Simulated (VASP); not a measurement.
Method: PBE GGA, VASP's PBE PAW potentials (set 64) (plane waves; VASP).

A VASP calculation is set up with these files.

**INCAR**
```
# general
SYSTEM  = Ge
PREC    = Accurate
ENCUT   = 300
LREAL   = .FALSE.
LASPH   = .TRUE.

# electronic loop
EDIFF   = 1E-6
NELM    = 100
ALGO    = Normal
LMAXMIX = 4

# smearing
ISMEAR  = -1
SIGMA   = 0.02

# functional
GGA     = PE

# ions
ISIF    = 2

# output
LWAVE   = .FALSE.
LCHARG  = .FALSE.
```

### KPOINTS
```
Automatic
0
Gamma
 5 5 5
0 0 0
```

**POSCAR**
```
Ge
1
    0.0000000000     2.8290000000     2.8290000000
    2.8290000000     0.0000000000     2.8290000000
    2.8290000000     2.8290000000     0.0000000000
Ge
2
Direct
  0.0000000000   0.0000000000   0.0000000000
  0.2500000000   0.2500000000   0.2500000000
```

POTCAR, in this order: Ge_d (PBE.64 set). Program: vasp_std.

Output

OSZICAR:
```
       N       E                     dE             d eps       ncg     rms          rms(c)
DAV:   1     0.136537633778E+03    0.13654E+03   -0.11732E+04   368   0.308E+03
DAV:   2     0.697611483323E+01   -0.12956E+03   -0.12815E+03   360   0.426E+02
DAV:   3    -0.858107807164E+01   -0.15557E+02   -0.15414E+02   400   0.123E+02
DAV:   4    -0.898894996091E+01   -0.40787E+00   -0.40692E+00   398   0.233E+01
DAV:   5    -0.899502289446E+01   -0.60729E-02   -0.60714E-02   402   0.275E+00    0.326E+00
DAV:   6    -0.893505098326E+01    0.59972E-01   -0.22947E-02   394   0.154E+00    0.195E+00
DAV:   7    -0.890131628496E+01    0.33735E-01   -0.63556E-02   392   0.231E+00    0.165E-01
DAV:   8    -0.890336646979E+01   -0.20502E-02   -0.72140E-03   394   0.119E+00    0.674E-02
DAV:   9    -0.890338503347E+01   -0.18564E-04   -0.28267E-04   460   0.305E-01    0.184E-02
DAV:  10    -0.890341253040E+01   -0.27497E-04   -0.92790E-05   376   0.141E-01    0.739E-03
DAV:  11    -0.890341416075E+01   -0.16304E-05   -0.10126E-05   434   0.588E-02    0.142E-03
DAV:  12    -0.890341446253E+01   -0.30177E-06   -0.36192E-07   244   0.767E-03
   1 F= -.89034145E+01 E0= -.89030912E+01  d E =-.646582E-03
```

### OUTCAR
```
------------------------ aborting loop because EDIFF is reached ----------------------------------------
  FORCE on cell =-STRESS in cart. coord.  units (eV):
  Direction    XX          YY          ZZ          XY          YZ          ZX
  --------------------------------------------------------------------------------------
  Total        0.6351142      0.6351142      0.6351142      0.0000000      0.0000000      0.0000000
  in kB       22.4715789     22.4715789     22.4715789      0.0000000      0.0000000      0.0000000
  external PRESSURE =      22.4715789 kB  Pullay stress =       0.0000000 kB
  volume of cell :       45.28
      direct lattice vectors                 reciprocal lattice vectors
     0.000000000  2.829000000  2.829000000    -0.176740898  0.176740898  0.176740898
     2.829000000  0.000000000  2.829000000     0.176740898 -0.176740898  0.176740898
     2.829000000  2.829000000  0.000000000     0.176740898  0.176740898 -0.176740898
 POSITION                                       TOTAL-FORCE (eV/Angst)
 -----------------------------------------------------------------------------------
      0.00000      0.00000      0.00000        -0.000000     -0.000000     -0.000000
      1.41450      1.41450      1.41450         0.000000      0.000000      0.000000
 -----------------------------------------------------------------------------------
    total drift:                               -0.000000      0.000000      0.000000
  FREE ENERGIE OF THE ION-ELECTRON SYSTEM (eV)
  ---------------------------------------------------
  free  energy   TOTEN  =        -8.9034144625 eV

  energy  without entropy=       -8.9027678807  energy(sigma->0) =       -8.90309117
```
(Selected blocks of OUTCAR.)

File OUTCAR:
```
 val. band max:        5.0099156920   @ k =   0.0000   0.0000   0.0000

 cond. band min:       5.0440611898   @ k =   0.0000   0.0000   0.0000


 Fermi energy:         5.0428402871

 k-point     1 :       0.0000    0.0000    0.0000
  band No.  band energies     occupation
      1     -19.8024      2.00000
      2     -19.8024      2.00000
      3     -19.8024      2.00000
      4     -19.7659      2.00000
      5     -19.7659      2.00000
      6     -19.5559      2.00000
      7     -19.5559      2.00000
      8     -19.5559      2.00000
      9     -19.5420      2.00000
     10     -19.5420      2.00000
     11      -7.7629      2.00000
     12       5.0099      1.67684
     13       5.0099      1.67676
     14       5.0099      1.67676
     15       5.0441      0.96949
     16       7.5572      0.00000
     17       7.5572      0.00000
     18       7.5572      0.00000

 k-point     2 :       0.2000    0.0000    0.0000
  band No.  band energies     occupation
      1     -19.8165      2.00000
      2     -19.8165      2.00000
      3     -19.7963      2.00000
      4     -19.7433      2.00000
      5     -19.7433      2.00000
      6     -19.5766      2.00000
      7     -19.5766      2.00000
      8     -19.5625      2.00000
      9     -19.5256      2.00000
     10     -19.5256      2.00000
     11      -7.2815      2.00000
     12       1.2068      2.00000
     13       4.3370      2.00000
     14       4.3370      2.00000
     15       5.8598      0.00000
     16       8.4302      0.00000
     17       8.4302      0.00000
     18       9.7504      0.00000

 k-point     3 :       0.4000    0.0000    0.0000
  band No.  band energies     occupation
      1     -19.8254      2.00000
      2     -19.8254      2.00000
      3     -19.7856      2.00000
      4     -19.7266      2.00000
      5     -19.7266      2.00000
      6     -19.5893      2.00000
      7     -19.5893      2.00000
      8     -19.5743      2.00000
      9     -19.5160      2.00000
...
```

At this cut-off the stress carries a Pulay error, which pulls relaxed volumes low.

The structure is a typed Ge crystal (Fd-3m). The cell was not relaxed at this level.
